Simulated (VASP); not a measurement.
Level of theory: PBE GGA, VASP's PBE PAW potentials (set 64) (plane waves; VASP).

A VASP calculation is set up with these files.

File KPOINTS:
```
Automatic mesh
0
Gamma
6 6 6
0 0 0
```

File POSCAR:
```
NaCl
1
    0.0000000000     2.8200000000     2.8200000000
    2.8200000000     0.0000000000     2.8200000000
    2.8200000000     2.8200000000     0.0000000000
Na Cl
1 1
Direct
  0.0000000000   0.0000000000   0.0000000000
  0.5000000000   0.5000000000   0.5000000000
```

INCAR:
```
ALGO = Exact
EDIFF = 1E-8
ENCUT = 500
GGA = PE
ISMEAR = 0
LASPH = T
LCHARG = F
LOPTICS = T
LREAL = F
LWAVE = T
NBANDS = 120
NELM = 1
PREC = Normal
SIGMA = 0.01
SYSTEM = NaCl
```

POTCAR, in this order: Na_sv_GW Cl_GW (PBE.64 set). Program: vasp_std. Read from the step before: WAVECAR.

Output of the run:

File OUTCAR:
```
 ion  position               nearest neighbor table
   1  0.000  0.000  0.000-
   2  0.500  0.500  0.500-
  LATTYP: Found a face centered cubic cell.
 ALAT       =     5.6400000000
 Subroutine PRICEL returns:
 Original cell was already a primitive cell.
 Subroutine GETGRP returns: Found 48 space group operations
The static configuration has the point symmetry O_h .
The dynamic configuration has the point symmetry O_h .
 Subroutine INISYM returns: Found 48 space group operations
 Subroutine IBZKPT returns following result:
 Found     16 irreducible k-points:

 Following reciprocal coordinates:
            Coordinates               Weight
  0.000000  0.000000  0.000000      1.000000
  0.166667  0.000000  0.000000      8.000000
  0.333333  0.000000  0.000000      8.000000
  0.500000  0.000000  0.000000      4.000000
  0.166667  0.166667  0.000000      6.000000
  0.333333  0.166667  0.000000     24.000000
  0.500000  0.166667  0.000000     24.000000
 -0.333333  0.166667  0.000000     24.000000
 -0.166667  0.166667  0.000000     12.000000
...
```

### OSZICAR
```
       N       E                     dE             d eps       ncg     rms          rms(c)
DIA:   1    -0.885697220144E+01   -0.88570E+01    0.00000E+00     0   0.000E+00
   1 F= -.88569722E+01 E0= -.88569722E+01  d E =0.000000E+00
 imaginary and real dielectric function
```

**OUTCAR**
```


 plasma frequency squared (from intraband transitions) (eV^2)
  --------------------------------------------------------------------------------------
       0.000       0.000       0.000
       0.000       0.000       0.000
       0.000       0.000       0.000

 plasma frequency squared (from interband transitions, int dw w eps(2)(w)) (eV^2)
  --------------------------------------------------------------------------------------
     388.692       0.000      -0.000       0.000       0.000      -0.000
      -0.000      -0.000     388.692       0.000       0.000      -0.000
       0.000       0.000       0.000       0.000     388.692       0.000
```
(Selected blocks of OUTCAR.)

OUTCAR:
```
 val. band max:       -0.9352275949   @ k =   0.0000   0.0000   0.0000

 cond. band min:       4.1791187188   @ k =   0.0000   0.0000   0.0000



 k-point     1 :       0.0000    0.0000    0.0000
  band No.  band energies     occupation
      1     -49.8156      2.00000
      2     -21.7514      2.00000
      3     -21.7514      2.00000
      4     -21.7514      2.00000
      5     -13.5935      2.00000
      6      -0.9352      2.00000
      7      -0.9352      2.00000
      8      -0.9352      2.00000
      9       4.1791      0.00000
     10      10.1015      0.00000
     11      10.1015      0.00000
     12      10.1015      0.00000
     13      12.1715      0.00000
     14      12.1715      0.00000
     15      13.9670      0.00000
     16      16.1942      0.00000
     17      16.1943      0.00000
     18      16.1943      0.00000
     19      22.9421      0.00000
     20      24.5249      0.00000
     21      24.5249      0.00000
     22      24.5249      0.00000
     23      26.4837      0.00000
     24      26.4837      0.00000
     25      26.4837      0.00000
     26      28.2973      0.00000
     27      28.2973      0.00000
     28      33.3709      0.00000
     29      33.3709      0.00000
     30      33.3709      0.00000
     31      35.2762      0.00000
     32      35.2762      0.00000
     33      36.3416      0.00000
     34      38.6553      0.00000
     35      38.6553      0.00000
     36      38.6553      0.00000
     37      43.9660      0.00000
     38      43.9660      0.00000
     39      43.9660      0.00000
     40      46.0419      0.00000
     41      46.0419      0.00000
     42      46.0419      0.00000
     43      47.1261      0.00000
     44      47.1261      0.00000
     45      47.1261      0.00000
     46      47.1931      0.00000
     47      48.3945      0.00000
     48      48.3945      0.00000
     49      48.3945      0.00000
     50      48.7993      0.00000
     51      48.7993      0.00000
     52      48.7993      0.00000
...
```

The density is held fixed in this step, so its total energy and stress have no physical meaning.

The compound is NaCl in the rock salt structure. The cell was not relaxed at this level.
